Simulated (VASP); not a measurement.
Input of a VASP 6.6.1 run:

The input INCAR:

```
SYSTEM = AlCo
PREC = Accurate
ENCUT = 600
EDIFF = 1E-7
ISMEAR = 1
SIGMA = 0.1
LREAL = .False.
LASPH = .True.
NELM = 80
ALGO = Normal
ISIF = 2
LWAVE = .False.
LCHARG = .False.
GGA = PE
IVDW = 12
IBRION = 2
NSW = 40
EDIFFG = -0.01
```

The input KPOINTS:

```
regular mesh
0
Gamma
  14 14 14
  0 0 0
```

POSCAR

```
AlCo                                    
1.0
    2.7994439345     -0.0000000000      0.0000000000
   -0.0000000000      2.7994439345      0.0000000000
   -0.0000000000     -0.0000000000      2.7994439345
  Al              Co            
     1     1
Direct
     0.0000000000000000    0.0000000000000000    0.0000000000000000
     0.5000000000000000    0.5000000000000000    0.5000000000000000
```

Potentials or basis: VASP PAW PBE potentials, release 64 (Al, Co).

The run is started by

```sh
$ cat potpaw_PBE.64/Al/POTCAR potpaw_PBE.64/Co/POTCAR > POTCAR
$ mpirun -np 1 vasp_std > vasp.out
```

(1) Predict the dispersion energy per atom.

(2) Predict the band gap on the k mesh.

Answers

(1) -0.459 eV.

(2) none (metal or under the smearing width).

Caveat: the relaxation stopped at its first step, so nothing moved.
